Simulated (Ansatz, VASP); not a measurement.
## HfN in two plane-wave programs

Wanted: the spread between two codes on one cell, functional and k mesh. The cell is taken from a series of runs on this material, whose earlier steps may have relaxed, scaled, displaced or heated it; both programs get it as it stands.

Method: plane waves, with VASP 6.6.1 beside it; PBEsol, in Ansatz 0.2.0.

### 1. The starting structure

The structure is cubic, space group Fm-3m (No. 225). The conventional cell has a = 4.471 Å, b = 4.471 Å, c = 4.471 Å, α = 90.00°, β = 90.00°, γ = 90.00°. Nearest to N lie 6 Hf at 2.24 Å. Hf has 6 N at 2.24 Å nearest. Farther neighbours and most contacts between anions are not listed.

### 2. Ansatz: zone-centre phonons, PBEsol, pair 1

Ansatz runs on its PAW soft_1 files.

Second derivatives magnify differences that forces hide, and they need a tight electronic threshold.

input.yaml

```yaml
crystal:
  lattice:
    - [0.0, 2.2357079007, 2.2357079007]
    - [2.2357079007, 0.0, 2.2357079007]
    - [2.2357079007, 2.2357079007, 0.0]
  atoms:
    - { symbol: "N", position: [0.5, 0.5, 0.5] }
    - { symbol: Hf, position: [0.0, 0.0, 0.0] }
kpoints:
  mp_grid: { grid: [16, 16, 16] }
hamiltonian:
  xc: pbesol
  pseudopotentials: { kind: paw, azcp: { folder: soft_1 }, xc_functional: pbe }
scf:
  occupations: { method: methfessel_paxton, width: 0.2 }
output:
  eigenvalues: true
phonons:
  method: dfpt
```

Launch:

```bash
> ansatz run input.yaml --threads 4 --pin off --max-ram 10240MiB --backend cpu --events-out ev --progress --plain --runs-dir out
```

Numbers of over 12 decimals in the logs are rounded to 6 here.

Output:

```text
Engine: ansatz 0.2.0, x86_64-unknown-linux-gnu
Pseudopotentials: kind: paw
Pseudopotential: N, paw, valence charge 5, recommended cutoff 420 eV (normal), soft_1/N.paw.azcp
Pseudopotential: Hf, paw, valence charge 26, recommended cutoff 420 eV (normal), soft_1/Hf.paw.azcp
Functional definition: PBEsol
  exchange = pbesol_x
  correlation = pbesol_c
Crystal: 2 atoms, lattice volume = 22.350 Å³
Basis set: ecut = 420 eV, 411 PW (Γ), exchange–correlation on 48×48×48 points (8 copies of the dense FFT grid, shifted against one another)
Bands: 20, of which v1, the nominal top of the filled ones, is band 16 counted from 1 (15 counted from 0)
Symmetry: 48 space group operations
k-points: 349 of 4096 (irreducible under 8 space group operations, time reversal used)
Non-local potential: N, projectors of the file, l = 0: 2, l = 1: 2, l = 2: 1
Non-local potential: Hf, projectors of the file, l = 0: 3, l = 1: 2, l = 2: 2, l = 3: 3
PAW form: soft (Blöchl's): semilocal exchange-correlation on the pseudo side does not see the compensation charge
PAW frozen core: N, regenerated for the run's functional, and the local potential with it (the file was generated under x = pbe(κ = 0.804, μ = 0.219515), c = pbe(β = 0.066725))
PAW frozen core: Hf, regenerated for the run's functional, and the local potential with it (the file was generated under x = pbe(κ = 0.804, μ = 0.219515), c = pbe(β = 0.066725))
PAW one-centre angular grid: N, 110 points (default); XC on 64 Gauss nodes
PAW one-centre angular grid: Hf, 590 points (default); XC on 64 Gauss nodes
Initial density: superposition of atomic densities (chi_scale 0.1, normalization cell, long waves kept (reshape's long-wave potential 0.00 eV rms))
Initial wavefunctions: pseudopotential atomic-orbital guess
Functional: x = pbesol(κ = 0.804, μ = 0.123457), c = pbesol(β = 0.046)
SCF iter   1: F=—  HF=-15981.047498 eV  |F-HF|=—  |Δ(HF+E_count)|=         —  Δρ=4.75e-2  dr2=2.74e-1  ethr=3.10e-3  ⟨swp⟩=4.8  Hψ=29982  notcnv=0
preconditioner: auto → Kerker (q_TF=auto, 2.881 Å⁻¹)  [metal: Δε(μ)=0.017 eV  Ē_g=19.176 eV  σ=0.200 eV  W_gap=0.07  n_scr=14 (ndim 8)  ℏωp=42.3 eV  f_vac=0.000  D(μ)=0.54/eV (n_scr^D=0)]
SCF iter   2: F=—  HF=-15981.024204 eV  |F-HF|=—  |Δ(HF+E_count)|=   2.33e-2  S|Δr|=    0.00e0  Δρ=2.88e-2  dr2=8.01e-2  ethr=8.85e-4  ⟨swp⟩=1.2  Hψ=9846  notcnv=0
SCF iter   3: F=—  HF=-15981.016313 eV  |F-HF|=—  |Δ(HF+E_count)|=   7.89e-3  S|Δr|=    0.00e0  Δρ=6.26e-3  dr2=7.98e-3  ethr=2.58e-4  ⟨swp⟩=1.0  Hψ=6896  notcnv=0
SCF iter   4: F=—  HF=-15981.014873 eV  |F-HF|=—  |Δ(HF+E_count)|=   1.44e-3  S|Δr|=    0.00e0  Δρ=1.54e-3  dr2=3.16e-4  ethr=2.57e-5  ⟨swp⟩=2.1  Hψ=10215  notcnv=0
SCF iter   5: F=—  HF=-15981.014865 eV  |F-HF|=—  |Δ(HF+E_count)|=   8.28e-6  S|Δr|=    0.00e0  Δρ=9.97e-4  dr2=1.33e-4  ethr=1.02e-6  ⟨swp⟩=2.4  Hψ=12646  notcnv=0
SCF iter   6: F=—  HF=-15981.014785 eV  |F-HF|=—  |Δ(HF+E_count)|=   7.95e-5  S|Δr|=    0.00e0  Δρ=2.81e-4  dr2=1.02e-5  ethr=4.28e-7  ⟨swp⟩=2.7  Hψ=13528  notcnv=0
SCF iter   7: F=—  HF=-15981.014789 eV  |F-HF|=—  |Δ(HF+E_count)|=   4.22e-6  S|Δr|=    0.00e0  Δρ=5.29e-5  dr2=4.11e-7  ethr=3.28e-8  ⟨swp⟩=2.3  Hψ=11734  notcnv=0
SCF iter   8: F=—  HF=-15981.014787 eV  |F-HF|=—  |Δ(HF+E_count)|=   2.05e-6  S|Δr|=    0.00e0  Δρ=1.44e-5  dr2=4.32e-8  ethr=1.32e-9  ⟨swp⟩=2.1  Hψ=11224  notcnv=0
SCF iter   9: F=—  HF=-15981.014787 eV  |F-HF|=—  |Δ(HF+E_count)|=   4.58e-9  S|Δr|=    0.00e0  Δρ=2.89e-6  dr2=1.32e-9  ethr=1.39e-10  ⟨swp⟩=2.2  Hψ=11339  notcnv=0
SCF iter  10: F=—  HF=-15981.014787 eV  |F-HF|=—  |Δ(HF+E_count)|=  1.20e-10  S|Δr|=    0.00e0  Δρ=3.86e-7  dr2=2.93e-11  ethr=4.24e-12  ⟨swp⟩=2.3  Hψ=12584  notcnv=0
SCF iter  11: F=-15981.014787 eV  HF=-15981.014787 eV  |F-HF|=7.28e-12  |Δ(HF+E_count)|=    0.00e0  S|Δr|=    0.00e0  Δρ=4.77e-8  dr2=2.85e-13  ethr=1.00e-12  ⟨swp⟩=7.6  Hψ=37700  notcnv=0
SCF 1 converged in 11 iterations: F = -15981.014787 eV  dr2 = 2.85e-13
  greatest PAW one-centre occupation: 0.998 electrons in one spin orbital (limit 2), on the Hf atom at site 1 (counted from 0), in its partial waves of l = 0
DFPT response loops at Γ: preconditioner auto → Kerker (q_TF=auto, 2.881 Å⁻¹) (partly filled bands, converged f_vac=0.000); β = 1.00, the filter's whole step (`scf.mixing.beta` (0.50) is not read by the response loops under this deck's `scf.mixing.preconditioner`; to damp them name `kerker` or `kerker_dos`, under which they read `scf.mixing.beta`, and type it under 1.00, their step now; both keys bind the ground state too); Broyden in place of MSR1
SCF converged after 11 iterations
Stability not checked: this state was not tested for a lower state beside it, because cold or Methfessel-Paxton smearing, or corrected tetrahedra, fill the levels in a way that the test cannot read (fill_not_monotonic; see scf.lower_state_search)
Free energy (F): -15981.014787 eV
Harris-Foulkes:  -15981.014787 eV  (|F-HF|=7.28e-12)
Internal energy: -15981.014681 eV  (E = F + TS)
E sigma→0 (E₀):  -15981.014761 eV
Entropy (-TS):   -0.000106 eV (-0.053 meV/atom)
Fermi energy:    22.718858 eV
--- Per-component energies (eV) ---
  E_band       = 148.723277
  E_kinetic    = 541.280960
  E_local      = -5859.377389  (includes V_loc(G=0)·N_el)
  E_nonlocal   = 103.171397
  E_hartree    = 2890.963992
  E_xc         = -325.576784
  E_vxc        = -332.525805  (∫ρ·V_xc dr)
  E_paw        = -7701.414058  (= ΣΔE_a)
  E_vpaw       = -85.754830  (= ΣTr[D̂ρ^β])
  E_aug_tail   = 0.001004  (compensation charges beyond the density's cutoff)
  E_ewald      = -5631.342958
  E_core_change = 1.279155  (= ΣΔE_core)
  E_smearing   = -0.000106  (= −TS)
  E_closure    = -0.000000  (closes the sum)
  Σ components = -15981.014787   (vs F -15981.014787, Δ=0.00e0)
--- Band table (eV; the first three rows and the last of 349) ---
  k-point 0: bands = [... 12 lower, 19.7978, 19.7978, 19.7978, 22.2989, 22.2989, 22.2989, 24.7077, 24.7077]
  k-point 1: bands = [... 12 lower, 19.3709, 19.5356, 19.5356, 22.4340, 22.4439, 22.4439, 25.0342, 25.0342]
  k-point 2: bands = [... 12 lower, 18.4277, 18.9384, 18.9384, 22.6637, 22.8191, 22.8191, 25.8151, 25.8753]
  k-point 348: bands = [... 12 lower, 16.4640, 17.1916, 17.1916, 23.8882, 23.8882, 28.4955, 28.5638, 29.1258]
--- Phonons (Γ-DFPT): 2 representative perturbations + reference, on 349 of 4096 k-points (Σ response iterations 7) ---
  k mesh reduced under 8 symmetry operations, with k and −k counted as one. Each operation leaves every solved perturbation unchanged. A smaller set is not used because it would not reduce the number of displacements times k-points to solve
  ASR residual: 1.959e-5 → 0.000e0 eV/Å²; symmetrization residual: 1.232e-6 eV/Å²
  ASR residual per site (eV/Å²): 5.78e-8 1.96e-5
  Γ frequencies (cm⁻¹): 0.00 0.00 0.00 521.69 521.69 521.69
  non-analytic LO–TO correction: not included (Born effective charges unavailable; polar crystals: no LO–TO splitting at Γ)
```

### 3. VASP: zone-centre phonons, PBEsol, pair 1

The same cell, functional, mesh and smearing now go to VASP, with its own data sets.

Lines of VASP's logs that name or quote its potential files are left out, and so is its time.

INCAR

```
SYSTEM = HfN
PREC = Accurate
ENCUT = 600
EDIFF = 1E-08
NELM = 120
ISMEAR = 1
SIGMA = 0.2
LREAL = .FALSE.
ALGO = Normal
GGA = PS
NBANDS = 13
LASPH = .TRUE.
LORBIT = 11
LWAVE = .FALSE.
LCHARG = .FALSE.
ISIF = 2
IBRION = 8
GGA_COMPAT = .FALSE.
KPAR = 2
```

POSCAR

```
HfN
1.0
    0.0000000000      2.2357079007      2.2357079007
    2.2357079007      0.0000000000      2.2357079007
    2.2357079007      2.2357079007      0.0000000000
N Hf
1 1
Direct
    0.5000000000      0.5000000000      0.5000000000
    0.0000000000      0.0000000000      0.0000000000
```

KPOINTS

```
Automatic mesh
0
Gamma
16 16 16
0 0 0
```

Potentials, in the order of the species: N and Hf_pv (PBE family, release 64).

Launch:

```bash
> mpirun -np 2 vasp_std
```

Output:

```text
[banner, memory and clock lines left out]
running    2 mpi-ranks, on    1 nodes
 distrk:  each k-point on    1 cores,    2 groups
 distr:  one band on    1 cores,    1 groups

 POSCAR found type information on POSCAR N Hf
 POSCAR found :  2 types and       2 ions
|                                                                             |
|               ----> ADVICE to this user running VASP <----                  |
|                                                                             |
|     You enforced a specific xc type in the INCAR file but a different       |
|     [... a line on the potential file left out ...]
|     I HOPE YOU KNOW WHAT YOU ARE DOING!                                     |
|                                                                             |

 LDA part: xc-table for (Slater+PW92), standard interpolation
 POSCAR, INCAR and KPOINTS ok, starting setup
 FFT: planning ... GRIDC
 FFT: planning ... GRID_SOFT
 FFT: planning ... GRID
 WAVECAR not read
 entering main loop
       N       E                     dE             d eps       ncg     rms          rms(c)
DAV:   1     0.427869733281E+02    0.42787E+02   -0.86474E+03  3778   0.122E+03
DAV:   2    -0.233271099457E+02   -0.66114E+02   -0.61939E+02  4986   0.271E+02
DAV:   3    -0.257083378739E+02   -0.23812E+01   -0.23647E+01  4539   0.433E+01
DAV:   4    -0.257192961313E+02   -0.10958E-01   -0.10956E-01  4213   0.329E+00
DAV:   5    -0.257193784747E+02   -0.82343E-04   -0.82343E-04  4515   0.250E-01    0.534E+01
DAV:   6    -0.230879985098E+02    0.26314E+01   -0.81667E+00  4482   0.234E+01    0.436E+01
DAV:   7    -0.230199291142E+02    0.68069E-01   -0.50771E-01  4115   0.639E+00    0.263E+01
DAV:   8    -0.229994306045E+02    0.20499E-01   -0.96586E-02  4540   0.282E+00    0.569E+00
DAV:   9    -0.229934784140E+02    0.59522E-02   -0.23407E-02  4413   0.122E+00    0.208E+00
DAV:  10    -0.229931242830E+02    0.35413E-03   -0.22050E-03  4491   0.436E-01    0.416E-01
DAV:  11    -0.229930769554E+02    0.47328E-04   -0.15089E-04  4410   0.127E-01    0.580E-02
DAV:  12    -0.229930761950E+02    0.76037E-06   -0.11211E-05  4682   0.296E-02    0.107E-02
DAV:  13    -0.229930758902E+02    0.30483E-06   -0.28287E-07  4541   0.543E-03    0.895E-03
DAV:  14    -0.229930758423E+02    0.47854E-07   -0.24890E-08  4511   0.147E-03    0.645E-03
DAV:  15    -0.229930758642E+02   -0.21893E-07   -0.13354E-08  2694   0.116E-03    0.508E-04
DAV:  16    -0.229930758676E+02   -0.34111E-08   -0.19458E-09  1935   0.528E-04
   1 F= -.22993076E+02 E0= -.22993085E+02  d E =0.283304E-04
 Linear response reoptimize wavefunctions to high precision
DAV:   1    -0.229930758667E+02    0.96384E-09   -0.12179E-10  2225   0.120E-04
DAV:   2    -0.229930758666E+02    0.24102E-10   -0.13630E-11  1925   0.433E-05
 Linear response DOF=           2
 Linear response progress:
  Degree of freedom:   1/  2
       N       E                     dE             d eps       ncg     rms          rms(c)
RMM:   1    -0.232523179723E+00   -0.23252E+00    0.16328E-01 19962   0.299E+00
RMM:   2    -0.230094614910E+00    0.24286E-02   -0.35841E-03 14306   0.461E-01    0.634E-01
RMM:   3    -0.230998633005E+00   -0.90402E-03   -0.52475E-04 12897   0.147E-01    0.353E-01
RMM:   4    -0.232461658349E+00   -0.14630E-02   -0.40876E-04 12804   0.131E-01    0.479E-02
RMM:   5    -0.232413966023E+00    0.47692E-04   -0.13947E-05 15282   0.294E-02    0.185E-02
RMM:   6    -0.232376396765E+00    0.37569E-04   -0.74758E-07 15152   0.565E-03    0.122E-02
RMM:   7    -0.232367106938E+00    0.92898E-05   -0.80177E-08 15303   0.190E-03    0.563E-03
RMM:   8    -0.232366429953E+00    0.67699E-06   -0.36384E-09 16322   0.423E-04    0.126E-03
RMM:   9    -0.232367727083E+00   -0.12971E-05    0.43275E-09 15878   0.144E-04    0.101E-04
RMM:  10    -0.232367631324E+00    0.95759E-07    0.62010E-09 16543   0.245E-05    0.673E-05
RMM:  11    -0.232367573400E+00    0.57925E-07   -0.57385E-09 16174   0.657E-06    0.105E-05
RMM:  12    -0.232367579668E+00   -0.62686E-08   -0.65988E-09 12970   0.204E-06    0.476E-06
 first order change of Fermi-energy   0.15753E-03
 force on displaced ion       1 direction 1 : -13.091   0.000   0.000
 Linear response progress:
  Degree of freedom:   2/  2
       N       E                     dE             d eps       ncg     rms          rms(c)
RMM:   1    -0.208497029530E+00   -0.20850E+00    0.34913E+00 10538   0.115E+01
RMM:   2    -0.205083400183E+00    0.34136E-02   -0.26587E-02 13887   0.123E+00    0.626E-01
RMM:   3    -0.204507088934E+00    0.57631E-03   -0.65597E-04 16725   0.139E-01    0.339E-01
RMM:   4    -0.203964466920E+00    0.54262E-03   -0.75386E-05 18102   0.609E-02    0.142E-01
RMM:   5    -0.203690307940E+00    0.27416E-03   -0.13046E-05 19051   0.262E-02    0.147E-02
RMM:   6    -0.203704183280E+00   -0.13875E-04   -0.25883E-06 17992   0.105E-02    0.106E-02
RMM:   7    -0.203703176242E+00    0.10070E-05    0.43691E-06 19590   0.220E-03    0.790E-03
RMM:   8    -0.203701897186E+00    0.12791E-05    0.62870E-08 19667   0.688E-04    0.150E-03
RMM:   9    -0.203701485568E+00    0.41162E-06   -0.16968E-06 20162   0.266E-04    0.252E-04
RMM:  10    -0.203701526886E+00   -0.41318E-07   -0.13189E-06 20212   0.901E-05    0.106E-05
RMM:  11    -0.203701533689E+00   -0.68028E-08   -0.70653E-07 20112   0.376E-05    0.103E-05
RMM:  12    -0.203701533624E+00    0.64496E-10   -0.34142E-07 17563   0.182E-05    0.188E-05
RMM:  13    -0.203701532895E+00    0.72929E-09   -0.16973E-07 14496   0.945E-06    0.193E-05
RMM:  14    -0.203701535198E+00   -0.23029E-08   -0.10299E-07 13729   0.574E-06    0.168E-06
RMM:  15    -0.203701535751E+00   -0.55301E-09   -0.53202E-08 12077   0.351E-06    0.101E-06
 first order change of Fermi-energy   0.23025E-03
 force on displaced ion       2 direction 1 : -13.088   0.000   0.000
 Linear response finished
```

Parts of OUTCAR (step 3):

```text
ion  position               nearest neighbor table
   1  0.500  0.500  0.500-   2 2.24   2 2.24   2 2.24   2 2.24   2 2.24   2 2.24
   2  0.000  0.000  0.000-   1 2.24   1 2.24   1 2.24   1 2.24   1 2.24   1 2.24

  LATTYP: Found a face centered cubic cell.
 ALAT       =     4.4714158014

 Subroutine GETGRP returns: Found 48 space group operations
 (whereof 48 operations were pure point group operations)

The static configuration has the point symmetry O_h .

 Found    145 irreducible k-points:

   k-points           NKPTS =    145   k-points in BZ     NKDIM =    145   number of bands    NBANDS=     13

   dimension x,y,z NGX =    28 NGY =   28 NGZ =   28
   dimension x,y,z NGXF=    56 NGYF=   56 NGZF=   56

   ENCUT  =  600.0 eV  44.10 Ry    6.64 a.u.   6.31  6.31  6.31*2*pi/ulx,y,z

   NELECT =      15.0000    total number of electrons

 k-points in reciprocal lattice and weights: Automatic mesh
   0.00000000  0.00000000  0.00000000       0.000
   0.06250000  0.00000000  0.00000000       0.002
   0.12500000  0.00000000  0.00000000       0.002
   0.18750000  0.00000000  0.00000000       0.002
   0.25000000  0.00000000  0.00000000       0.002
   0.31250000  0.00000000  0.00000000       0.002
   0.37500000  0.00000000  0.00000000       0.002
   0.43750000  0.00000000  0.00000000       0.002
   0.50000000  0.00000000  0.00000000       0.001
[...]
-0.31250000  0.50000000  0.18750000       0.003
  -0.25000000  0.50000000  0.25000000       0.001

 average (electrostatic) potential at core
       1 -61.4052       2 -34.0478

  Total        0.5091329      0.5091329      0.5091329      0.0000000      0.0000000      0.0000000
  in kB       36.4977890     36.4977890     36.4977890      0.0000000      0.0000000      0.0000000
  external PRESSURE =      36.4977890 kB  Pullay stress =       0.0000000 kB

  energy-cutoff  :      600.00
  volume of cell :       22.35
      direct lattice vectors                 reciprocal lattice vectors
     0.000000000  2.235707901  2.235707901    -0.223642811  0.223642811  0.223642811
     2.235707901  0.000000000  2.235707901     0.223642811 -0.223642811  0.223642811
     2.235707901  2.235707901  0.000000000     0.223642811  0.223642811 -0.223642811

 POSITION                                       TOTAL-FORCE (eV/Angst)
 -----------------------------------------------------------------------------------
      2.23571      2.23571      2.23571        -0.000000      0.000000      0.000000
      0.00000      0.00000      0.00000         0.000000     -0.000000     -0.000000
 -----------------------------------------------------------------------------------
    total drift:                                0.000000      0.000000      0.000000

 Eigenvectors and eigenvalues of the dynamical matrix
 ----------------------------------------------------

   1 f  =   15.698123 THz    98.634216 2PiTHz  523.633018 cm-1    64.922191 meV
             X         Y         Z           dx          dy          dz
      2.235708  2.235708  2.235708     0.000000    0.962953    0.000000
      0.000000  0.000000  0.000000     0.000000   -0.269669    0.000000

   2 f  =   15.698123 THz    98.634216 2PiTHz  523.633018 cm-1    64.922191 meV
             X         Y         Z           dx          dy          dz
      2.235708  2.235708  2.235708     0.962953    0.000000    0.000000
      0.000000  0.000000  0.000000    -0.269669    0.000000    0.000000

   3 f  =   15.698123 THz    98.634216 2PiTHz  523.633018 cm-1    64.922191 meV
             X         Y         Z           dx          dy          dz
      2.235708  2.235708  2.235708     0.000000    0.000000    0.962953
      0.000000  0.000000  0.000000     0.000000    0.000000   -0.269669

   4 f/i=    0.000438 THz     0.002751 2PiTHz    0.014604 cm-1     0.001811 meV
             X         Y         Z           dx          dy          dz
      2.235708  2.235708  2.235708    -0.269669    0.000000    0.000000
      0.000000  0.000000  0.000000    -0.962953    0.000000    0.000000

   5 f/i=    0.000438 THz     0.002751 2PiTHz    0.014604 cm-1     0.001811 meV
             X         Y         Z           dx          dy          dz
      2.235708  2.235708  2.235708     0.000000   -0.269669    0.000000
      0.000000  0.000000  0.000000     0.000000   -0.962953    0.000000

   6 f/i=    0.000438 THz     0.002751 2PiTHz    0.014604 cm-1     0.001811 meV
             X         Y         Z           dx          dy          dz
      2.235708  2.235708  2.235708     0.000000    0.000000   -0.269669
      0.000000  0.000000  0.000000     0.000000    0.000000   -0.962953

 ELASTIC MODULI CONTR FROM IONIC RELAXATION (kBar)
 Direction    XX          YY          ZZ          XY          YZ          ZX
 --------------------------------------------------------------------------------
 XX           0.0000      0.0000      0.0000      0.0000      0.0000      0.0000
 YY           0.0000      0.0000      0.0000      0.0000      0.0000      0.0000
 ZZ           0.0000      0.0000      0.0000      0.0000      0.0000      0.0000
 XY           0.0000      0.0000      0.0000      0.0000      0.0000      0.0000
 YZ           0.0000      0.0000      0.0000      0.0000      0.0000      0.0000
 ZX           0.0000      0.0000      0.0000      0.0000      0.0000      0.0000
 --------------------------------------------------------------------------------
```

This run has no spin polarisation. Its electron count is odd, so without a moment it is a metal by construction.

### 4. Differences

Known differences besides the potentials themselves: the data sets hold 31 valence electrons in Ansatz (on its PAW soft_1 files) and 15 in VASP; the cutoff is 420 eV in Ansatz and 600 eV in VASP; Ansatz makes its cores anew for this functional, VASP keeps those of its PBE data sets. Total energies have different zeros and are not compared.

Compared:

```csv
quantity,Ansatz,VASP,difference
optical mode 1 to 3 (cm⁻¹),521.7,523.6,-0.37 %
```

Modes are paired by rising frequency, not by their patterns, so a pair may set unlike modes beside each other; they are those without the splitting of longitudinal modes.

(Continued in part 2 of 2.)

[Lines on the potential files, build, host, timing and source positions are cut from VASP's logs without a mark.]

[Logs are printed without paths, hosts, clocks, repeated set-up lines and the standing remarks that a program may print on its own settings, such as how far it seeks lower states.]

[Hosts, paths, dates, database ids (printed as entryN), source tags and the programs' standing remarks are cut or masked in the printed files.]
